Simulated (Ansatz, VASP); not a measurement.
# Cd8Se5S3: VASP beside Ansatz, part 2 of 2

Aim: how closely do two programs agree when they are given the same cell, functional and k mesh? The cell is taken from a series of runs on this material, whose earlier steps may have relaxed, scaled, displaced or heated it; both programs get it as it stands.

VASP 6.6.1 and Ansatz 0.2.0.

So far: The structure; Ansatz: relaxation of cell and atoms, PBEsol.

## (3) VASP: relaxation of cell and atoms, PBEsol

Level of this step: PBEsol; plane waves and PAW (Cd, Se, S) (VASP).

The same cell, functional, mesh and smearing now go to VASP, with its own data sets.

Lines of VASP's logs that name or quote its potential files are left out, and so is its time.

The input, INCAR:

```
SYSTEM = Cd8Se5S3
PREC = Accurate
ENCUT = 500
EDIFF = 1E-07
NELM = 120
ISMEAR = -1
SIGMA = 0.02
LREAL = .FALSE.
ALGO = Normal
GGA = PS
NBANDS = 89
LORBIT = 11
LWAVE = .FALSE.
LCHARG = .FALSE.
ISIF = 3
IBRION = 2
NSW = 80
EDIFFG = -0.005
LASPH = .TRUE.
GGA_COMPAT = .FALSE.
NELMIN = 4
EFERMI = MIDGAP
KPAR = 4
```

The input, POSCAR:

```
Cd8Se5S3
1.0
    8.4857017500      0.0000000000      0.0000000000
   -4.2428508800      7.3488332900      0.0000000000
    0.0000000000      0.0000000000      6.8833485000
Cd Se S
8 5 3
Direct
    0.1666666700      0.3333333300      0.0000000000
    0.3333333300      0.1666666700      0.5000000000
    0.1666666700      0.8333333300      0.0000000000
    0.3333333300      0.6666666700      0.5000000000
    0.6666666700      0.3333333300      0.0000000000
    0.8333333300      0.1666666700      0.5000000000
    0.6666666700      0.8333333300      0.0000000000
    0.8333333300      0.6666666700      0.5000000000
    0.3333333300      0.1666666700      0.1233530400
    0.1666666700      0.3333333300      0.6233530400
    0.3333333300      0.6666666700      0.1233530400
    0.1666666700      0.8333333300      0.6233530400
    0.8333333300      0.1666666700      0.1233530400
    0.6666666700      0.3333333300      0.6233530400
    0.8333333300      0.6666666700      0.1233530400
    0.6666666700      0.8333333300      0.6233530400
```

The input, KPOINTS:

```
Automatic mesh
0
Gamma
4 4 4
0 0 0
```

PAW data sets: Cd, Se and S (PBE family, release 64).

Run with:

```
mpirun -np 4 vasp_std
```

Numbers of over 12 decimals in the logs are rounded to 6 here.

Output:

```text
[banner, memory and clock lines left out]
running    4 mpi-ranks, on    1 nodes
 distrk:  each k-point on    1 cores,    4 groups
 distr:  one band on    1 cores,    1 groups

 POSCAR found type information on POSCAR CdSeS
 POSCAR found :  3 types and      16 ions
|                                                                             |
|               ----> ADVICE to this user running VASP <----                  |
|                                                                             |
|     You enforced a specific xc type in the INCAR file but a different       |
|     [... a line on the potential file left out ...]
|     I HOPE YOU KNOW WHAT YOU ARE DOING!                                     |
|                                                                             |

 LDA part: xc-table for (Slater+PW92), standard interpolation
 POSCAR, INCAR and KPOINTS ok, starting setup
 FFT: planning ... GRIDC
 FFT: planning ... GRID_SOFT
 FFT: planning ... GRID
 WAVECAR not read
 entering main loop
       N       E                     dE             d eps       ncg     rms          rms(c)
DAV:   1     0.102141333424E+04    0.10214E+04   -0.66893E+04  4280   0.143E+03
DAV:   2     0.182394997249E+02   -0.10032E+04   -0.96310E+03  4720   0.360E+02
DAV:   3    -0.532613001567E+02   -0.71501E+02   -0.70865E+02  4949   0.925E+01
DAV:   4    -0.544895445459E+02   -0.12282E+01   -0.12239E+01  4824   0.111E+01
DAV:   5    -0.545096923664E+02   -0.20148E-01   -0.20137E-01  4799   0.132E+00    0.187E+01
DAV:   6    -0.511849241822E+02    0.33248E+01   -0.74838E+00  5136   0.155E+01    0.148E+01
DAV:   7    -0.511020786452E+02    0.82846E-01   -0.29212E+00  4695   0.495E+00    0.648E+00
DAV:   8    -0.510733840694E+02    0.28695E-01   -0.44409E-01  4982   0.363E+00    0.922E-01
DAV:   9    -0.510647124426E+02    0.86716E-02   -0.73044E-02  5008   0.169E+00    0.240E-01
DAV:  10    -0.510652042444E+02   -0.49180E-03   -0.57422E-03  4855   0.299E-01    0.154E-01
DAV:  11    -0.510653597190E+02   -0.15547E-03   -0.51866E-04  4880   0.772E-02    0.886E-02
DAV:  12    -0.510654994162E+02   -0.13970E-03   -0.28662E-04  4807   0.473E-02    0.332E-02
DAV:  13    -0.510655128378E+02   -0.13422E-04   -0.44633E-05  4927   0.355E-02    0.182E-02
DAV:  14    -0.510655062942E+02    0.65436E-05   -0.38050E-05  5256   0.299E-02    0.533E-03
DAV:  15    -0.510655076219E+02   -0.13277E-05   -0.58794E-06  4687   0.706E-03    0.397E-03
DAV:  16    -0.510655076323E+02   -0.10416E-07   -0.10076E-06  4046   0.367E-03    0.222E-03
DAV:  17    -0.510655076536E+02   -0.21248E-07   -0.35363E-07  3759   0.179E-03
   1 F= -.51065508E+02 E0= -.51065508E+02  d E =-.510655E+02
[... from here on, the cycles between the ionic steps are left out ...]
   2 F= -.51159703E+02 E0= -.51159703E+02  d E =-.941951E-01
  12 F= -.51253767E+02 E0= -.51253767E+02  d E =-.731681E-03
  13 F= -.51254042E+02 E0= -.51254042E+02  d E =-.100625E-02
  14 F= -.51254666E+02 E0= -.51254666E+02  d E =-.623880E-03
  15 F= -.51255200E+02 E0= -.51255200E+02  d E =-.115782E-02
  16 F= -.51255257E+02 E0= -.51255257E+02  d E =-.121447E-02
  17 F= -.51255431E+02 E0= -.51255431E+02  d E =-.174182E-03
  18 F= -.51255448E+02 E0= -.51255448E+02  d E =-.191126E-03
  19 F= -.51255482E+02 E0= -.51255482E+02  d E =-.339234E-04
  20 F= -.51255487E+02 E0= -.51255487E+02  d E =-.397120E-04
 curvature:  -1.25 expect dE=-0.840E-05 dE for cont linesearch -0.228E-08
 trial: gam= 0.16060 g(F)=  0.541E-05 g(S)=  0.129E-05 ort =-0.322E-06 (trialstep = 0.129E+01)
 search vector abs. value=  0.807E-05
 bond charge predicted
       N       E                     dE             d eps       ncg     rms          rms(c)
DAV:   1    -0.512554994061E+02   -0.12054E-04   -0.45992E-03  4282   0.223E-01    0.213E-02
DAV:   2    -0.512554948366E+02    0.45696E-05   -0.47037E-05  4854   0.307E-02    0.854E-03
DAV:   3    -0.512554937832E+02    0.10534E-05   -0.25738E-06  4808   0.678E-03    0.614E-03
DAV:   4    -0.512554939717E+02   -0.18848E-06   -0.46515E-07  4208   0.278E-03    0.188E-03
DAV:   5    -0.512554941629E+02   -0.19122E-06   -0.91441E-08  2493   0.142E-03    0.720E-04
DAV:   6    -0.512554942095E+02   -0.46632E-07   -0.14357E-08  2246   0.602E-04
  21 F= -.51255494E+02 E0= -.51255494E+02  d E =-.685863E-05
 trial-energy change:   -0.000007  1 .order   -0.000007   -0.000009   -0.000006
 step:   3.6495(harm=  3.6495)  dis= 0.00060  next Energy=   -51.255499 (dE=-0.121E-04)
 reached required accuracy - stopping structural energy minimisation
```

OUTCAR, selected parts (step 3):

```text
ion  position               nearest neighbor table
   1  0.167  0.333  0.000-   9 2.59  10 2.59  13 2.59  11 2.59
   2  0.333  0.167  0.500-  10 2.59   9 2.59  14 2.59  12 2.59
   3  0.167  0.833  0.000-  11 2.59  12 2.59  15 2.59   9 2.59
   4  0.333  0.667  0.500-  12 2.59  11 2.59  16 2.59  10 2.59
   5  0.667  0.333  0.000-  13 2.59  14 2.59   9 2.59  15 2.59
   6  0.833  0.167  0.500-  14 2.59  13 2.59  10 2.59  16 2.59
   7  0.667  0.833  0.000-  15 2.59  16 2.59  11 2.59  13 2.59
   8  0.833  0.667  0.500-  16 2.59  15 2.59  12 2.59  14 2.59
   9  0.333  0.167  0.123-   1 2.59   2 2.59   5 2.59   3 2.59
  10  0.167  0.333  0.623-   2 2.59   1 2.59   6 2.59   4 2.59
  11  0.333  0.667  0.123-   3 2.59   4 2.59   7 2.59   1 2.59
  12  0.167  0.833  0.623-   4 2.59   3 2.59   8 2.59   2 2.59
  13  0.833  0.167  0.123-   5 2.59   6 2.59   1 2.59   7 2.59
  14  0.667  0.333  0.623-   6 2.59   5 2.59   2 2.59   8 2.59
  15  0.833  0.667  0.123-   7 2.59   8 2.59   3 2.59   5 2.59
  16  0.667  0.833  0.623-   8 2.59   7 2.59   4 2.59   6 2.59

  LATTYP: Found a hexagonal cell.
 ALAT       =     8.4857017500
 C/A-ratio  =     0.8111702135

 Subroutine GETGRP returns: Found  2 space group operations
 (whereof  1 operations were pure point group operations)

The static configuration has the point symmetry C_1 .
 The point group associated with its full space group is C_1h.

 Found     24 irreducible k-points:

   k-points           NKPTS =     24   k-points in BZ     NKDIM =     24   number of bands    NBANDS=     89

   dimension x,y,z NGX =    64 NGY =   64 NGZ =   50
   dimension x,y,z NGXF=   128 NGYF=  128 NGZF=  100

   ENCUT  =  500.0 eV  36.75 Ry    6.06 a.u.  15.47 15.47 12.55*2*pi/ulx,y,z

   NELECT =     144.0000    total number of electrons

 k-points in reciprocal lattice and weights: Automatic mesh
   0.00000000  0.00000000  0.00000000       0.016
   0.25000000  0.00000000  0.00000000       0.031
   0.00000000  0.25000000  0.00000000       0.062
   0.50000000  0.00000000  0.00000000       0.016
   0.00000000  0.50000000  0.00000000       0.031
   0.25000000  0.25000000  0.00000000       0.062
  -0.25000000  0.50000000  0.00000000       0.031
   0.00000000  0.00000000  0.25000000       0.031
   0.25000000  0.00000000  0.25000000       0.031
[...]
0.25000000  0.25000000  0.50000000       0.062
  -0.25000000  0.50000000  0.50000000       0.031

 average (electrostatic) potential at core
       1 -39.5976       2 -39.6467       3 -39.6534       4 -39.6467       5 -39.6711
       6 -39.6982       7 -39.6711       8 -39.7130       9 -56.1557      10 -56.1620
      11 -56.1557      12 -56.1886      13 -56.1824      14 -89.8134      15 -89.8125
      16 -89.8134

 E-fermi :   1.3188

 k-point     1 :       0.0000    0.0000    0.0000
  band No.  band energies     occupation
    ...
     68       0.2293      2.00000
     69       0.2774      2.00000
     70       0.8788      2.00000
     71       0.9350      2.00000
     72       0.9917      2.00000
     73       1.6440      0.00000
     74       3.2149      0.00000
     75       4.1877      0.00000
     76       4.2007      0.00000
     77       4.2263      0.00000
    ...

 k-point     2 :       0.2500    0.0000    0.0000
  band No.  band energies     occupation
    ...
     68      -0.0020      2.00000
     69       0.0096      2.00000
     70       0.2485      2.00000
     71       0.7763      2.00000
     72       0.8932      2.00000
     73       2.5679      0.00000
     74       3.8303      0.00000
     75       4.1213      0.00000
     76       4.4208      0.00000
     77       4.5977      0.00000
    ...

 k-point     3 :       0.0000    0.2500    0.0000
  band No.  band energies     occupation
    ...
     68      -0.0361      2.00000
     69       0.0735      2.00000
     70       0.2836      2.00000
     71       0.7704      2.00000
     72       0.8355      2.00000
     73       2.5726      0.00000
     74       3.8394      0.00000
     75       4.0911      0.00000
     76       4.3949      0.00000
     77       4.6125      0.00000
    ...

  Total        0.0018249      0.0081267      0.0000286     -0.0054576     -0.0001421     -0.0002464
  in kB        0.0067789      0.0301882      0.0001062     -0.0202731     -0.0005280     -0.0009152
  external PRESSURE =       0.0123578 kB  Pullay stress =       0.0000000 kB

  energy-cutoff  :      500.00
  volume of cell :      431.31
      direct lattice vectors                 reciprocal lattice vectors
     8.489024467  0.004589590  0.001627341     0.117762413  0.067990161 -0.000029959
    -4.240537537  7.344826463  0.000000000    -0.000073584  0.136107772 -0.000014979
     0.001319452  0.000761786  6.915359835    -0.000027712 -0.000016000  0.144605642

 POSITION                                       TOTAL-FORCE (eV/Angst)
 -----------------------------------------------------------------------------------
     -0.00272      2.44671      0.04942        -0.000455     -0.000263      0.001927
      2.18633      1.25794      3.50967        -0.000136     -0.000191      0.000904
     -2.18402      6.08388      0.04125        -0.001442     -0.000833     -0.003182
      0.06231      4.93686      3.50967        -0.000233     -0.000023      0.000904
      4.25166      2.52072      6.83041         0.000718      0.002559      0.000157
      6.30613      1.19257      3.50439        -0.000488     -0.000282     -0.003190
      2.18857      6.09410      6.83041         0.002575     -0.000658      0.000157
      4.19230      4.86870      3.37873        -0.001944     -0.001122      0.003191
      2.16201      1.23104      0.87201         0.000700     -0.000136      0.000503
     -0.01149      2.44164      4.33027         0.000186      0.000108      0.002303
      0.02685      4.92925      0.87201         0.000232      0.000674      0.000503
     -2.15362      6.10143      4.31710        -0.000684     -0.000395     -0.001384
      6.33088      1.20686      0.86033        -0.000780     -0.000450     -0.001373
      4.25805      2.48627      4.29381         0.000837     -0.000780     -0.000814
      4.22193      4.88581      0.83616         0.001171      0.000676      0.000209
      2.16193      6.11686      4.29381        -0.000256      0.001115     -0.000814
 -----------------------------------------------------------------------------------
    total drift:                               -0.000720     -0.000102      0.002611

  FREE ENERGIE OF THE ION-ELECTRON SYSTEM (eV)
  ---------------------------------------------------
  free  energy   TOTEN  =       -51.2554942095 eV

  energy  without entropy=      -51.2554942077  energy(sigma->0) =      -51.25549421

 reached required accuracy - stopping structural energy minimisation

 total charge
# of ion       s       p       d       tot
------------------------------------------
    1        0.451   0.329   9.550  10.331
    2        0.443   0.321   9.553  10.317
    3        0.443   0.320   9.553  10.316
    4        0.443   0.321   9.553  10.317
    5        0.437   0.319   9.555  10.311
    6        0.434   0.311   9.555  10.301
    7        0.437   0.319   9.555  10.311
    8        0.429   0.310   9.558  10.297
    9        1.445   2.384   0.023   3.852
   10        1.445   2.383   0.023   3.850
   11        1.445   2.384   0.023   3.852
   12        1.445   2.380   0.022   3.847
   13        1.445   2.383   0.023   3.850
   14        1.320   2.362   0.000   3.682
   15        1.320   2.364   0.000   3.684
   16        1.320   2.362   0.000   3.682
--------------------------------------------------
tot         14.701  21.555  76.545 112.801

[... 3 further parts left out ...]
```

CONTCAR:

```
Cd8Se5S3
   1.00000000000000
     8.4890244674151276    0.0045895897324777    0.0016273413926107
    -4.2405375374052401    7.3448264630949156    0.0000000000005861
     0.0013194518961451    0.0007617859082928    6.9153598353550443
  Cd              Se              S
     8     5     3
Direct
     0.1660307838292559    0.3330153869146309    0.0071068572422839
     0.3428902008205998    0.1710026397220556    0.5074372446226291
     0.1564470061722342    0.8282234980861254    0.0059279465179826
     0.3428902008206002    0.6718875710985281    0.5074372446226294
     0.6718660794757038    0.3426749481327448    0.9875574825737370
     0.8236035126255118    0.1618017613127579    0.5065601239325943
     0.6718660794757136    0.8291911213429651    0.9875574825737370
     0.8246179644310524    0.6623089872155284    0.4883887131452608
     0.3382756499124300    0.1673817465859107    0.1260176137789108
     0.1645255055761379    0.3322627477880715    0.6261421864185721
     0.3382756499124302    0.6708939133265138    0.1260176137789107
     0.1610922923861354    0.8305461411930702    0.6242393294218198
     0.8275691905108005    0.1637846002553964    0.1242138849160717
     0.6703515333479615    0.3380228652324248    0.6207512055322091
     0.8293468173554707    0.6646734136777322    0.1207181853904247
     0.6703515333479619    0.8323286581155441    0.6207512055322093
```

The run keeps the 2 symmetry operations of its start, so it cannot find a distortion of lower symmetry.

## (4) Side by side

Known differences besides the potentials themselves: the data sets hold 258 valence electrons in Ansatz (on its PAW soft_1 files) and 144 in VASP; the cutoff is 600 eV in Ansatz and 500 eV in VASP; Ansatz makes its cores anew for this functional, VASP keeps those of its PBE data sets; Ansatz adds a Pulay correction to the stress that steers its cell, VASP none. Total energies have different zeros and are not compared.

Both answers:

```
                                         quantity  Ansatz    VASP  difference
                                      volume (Å³)  428.54  431.31     -0.64 %
edge a after relaxation, in the typed setting (Å)   8.471   8.489     -0.21 %
edge b after relaxation, in the typed setting (Å)   8.463   8.481     -0.21 %
edge c after relaxation, in the typed setting (Å)   6.899   6.915     -0.23 %
```

## (5) Summary of results

| Item | Value |
| --- | --- |
| difference in volume (relaxation of cell and atoms, PBEsol) | -0.64 % |

What this shows: The difference in volume is -0.64 % (relaxation of cell and atoms, PBEsol), within the 1.2 % picked in this series as the mark of a large difference, as far as the stopping tolerances let one tell. The data sets hold unlike numbers of valence electrons (258 in Ansatz and 144 in VASP), so part of the differences comes from the potentials. VASP runs on this material, other cells of it included, that failed, so that no pair exists: relaxation of cell and atoms, PBEsol (timeout). How closely two codes agree says nothing of how well the functional describes the real material.

[Lines on the potential files, build, host, timing and source positions are cut from VASP's logs without a mark.]

[Logs are printed without paths, hosts, clocks, repeated set-up lines and the standing remarks that a program may print on its own settings, such as how far it seeks lower states.]

[Hosts, paths, dates, database ids (printed as entryN), source tags and the programs' standing remarks are cut or masked in the printed files.]
